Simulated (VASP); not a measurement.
Method: RPBE GGA, VASP's PBE PAW potentials (set 64) (plane waves; VASP).

VASP ran on this input.

File POSCAR:
```
Y
1
    1.8495307016    -3.2034814327    -0.0000000000
    1.8495307016     3.2034814327     0.0000000000
    0.0000000000    -0.0000000000     5.7227627446
Y
2
Direct
  0.3333330000   0.6666670000   0.2500000000
  0.6666670000   0.3333330000   0.7500000000
```

INCAR:
```
SIGMA = 0.1
LCHARG = .False.
ISIF = 3   # ions, shape and volume
LASPH = .True.
NELM = 100   # most electronic steps
ALGO = Normal   # blocked Davidson
GGA = RP   # RPBE
PREC = Accurate
EDIFF = 1E-6
SYSTEM = Y
EDIFFG = -0.01
NSW = 60   # most ionic steps
LMAXMIX = 4
LWAVE = .False.
LREAL = .False.   # projection in real space or not
IBRION = 2   # conjugate gradients
ENCUT = 520
ISMEAR = 1
```

KPOINTS:
```
Automatic mesh
0
Gamma
10 10 6
0 0 0
```

POTCAR, in this order: Y_sv (PBE.64 set). Program: vasp_std.

Q: What does the run give for the energy per atom (σ→0), band gap (on the k-mesh)?

A: 
| Quantity | Value |
|---|---|
| energy per atom (σ→0) | -6.114 eV/atom |
| band gap (on the k-mesh) | none (metal, semimetal or under 0.01 eV) |

### OSZICAR
```
...
DAV:   8    -0.122277224204E+02    0.86987E-02   -0.18720E-01  2023   0.276E+00    0.159E+00
DAV:   9    -0.122262719568E+02    0.14505E-02   -0.35589E-03  2388   0.432E-01    0.307E-01
DAV:  10    -0.122264792711E+02   -0.20731E-03   -0.31888E-03  1687   0.577E-01    0.554E-01
DAV:  11    -0.122262469714E+02    0.23230E-03   -0.45673E-04  1772   0.222E-01    0.520E-02
DAV:  12    -0.122262390889E+02    0.78824E-05   -0.42629E-05  2125   0.600E-02    0.209E-02
DAV:  13    -0.122262416792E+02   -0.25903E-05   -0.65211E-06  1799   0.258E-02    0.978E-04
DAV:  14    -0.122262416090E+02    0.70158E-07   -0.13482E-07  1050   0.247E-03
   1 F= -.12226242E+02 E0= -.12227282E+02  d E =-.122262E+02
```

The compound is Y in the hcp structure. It was relaxed first. The start is the result of an earlier pass.
